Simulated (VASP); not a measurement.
OSZICAR of a VASP run on KZnF₃ (cubic perovskite):

**OSZICAR**
```
       N       E                     dE             d eps       ncg     rms          rms(c)
DAV:   1     0.452537882686E+03    0.45254E+03   -0.22538E+04  1000   0.200E+03
DAV:   2     0.132623181706E+02   -0.43928E+03   -0.43021E+03  1176   0.490E+02
DAV:   3    -0.221564814893E+02   -0.35419E+02   -0.35282E+02  1202   0.153E+02
DAV:   4    -0.229571732987E+02   -0.80069E+00   -0.79984E+00  1624   0.212E+01
DAV:   5    -0.229662994718E+02   -0.91262E-02   -0.91240E-02  1336   0.186E+00    0.113E+01
DAV:   6    -0.205217978239E+02    0.24445E+01   -0.91789E+00  1456   0.416E+01    0.673E+00
DAV:   7    -0.205883470245E+02   -0.66549E-01   -0.15516E+00  1042   0.857E+00    0.439E+00
DAV:   8    -0.206013410621E+02   -0.12994E-01   -0.58445E-01  1305   0.150E+01    0.162E+00
DAV:   9    -0.205643514951E+02    0.36990E-01   -0.10457E-01  1542   0.941E+00    0.585E-01
DAV:  10    -0.205617770320E+02    0.25745E-02   -0.76433E-02  1481   0.649E+00    0.287E-01
DAV:  11    -0.205614070168E+02    0.37002E-03   -0.12411E-02  1451   0.151E+00    0.830E-02
DAV:  12    -0.205614926979E+02   -0.85681E-04   -0.51296E-04  1086   0.196E-01    0.843E-02
DAV:  13    -0.205614820147E+02    0.10683E-04   -0.34033E-04  1216   0.630E-01    0.641E-02
DAV:  14    -0.205614523286E+02    0.29686E-04   -0.14345E-04  1352   0.184E-01    0.289E-02
DAV:  15    -0.205614438496E+02    0.84790E-05   -0.50244E-05  1247   0.697E-02    0.107E-02
DAV:  16    -0.205614427216E+02    0.11280E-05   -0.23799E-06  1496   0.344E-02    0.630E-03
DAV:  17    -0.205614421093E+02    0.61232E-06   -0.19968E-06  1309   0.276E-02    0.196E-03
DAV:  18    -0.205614420936E+02    0.15617E-07   -0.78019E-07  1240   0.824E-03
   1 F= -.20561442E+02 E0= -.20561442E+02  d E =0.000000E+00
```

### Question
Which electronic solver shows in the log?

### Answer
It is blocked Davidson (ALGO = Normal, or the opening steps of other solvers). The INCAR had ALGO = Normal.

### Question
Can the final energy be trusted as converged?

### Answer
Self-consistency was reached. It stopped with EDIFF = 1E-7, NELM = 100 (PW91 GGA, plane waves, VASP's PBE PAW potentials (set 64)).

The compound is KZnF3 in the cubic perovskite structure. It was relaxed first, which changed the volume by +5 %.
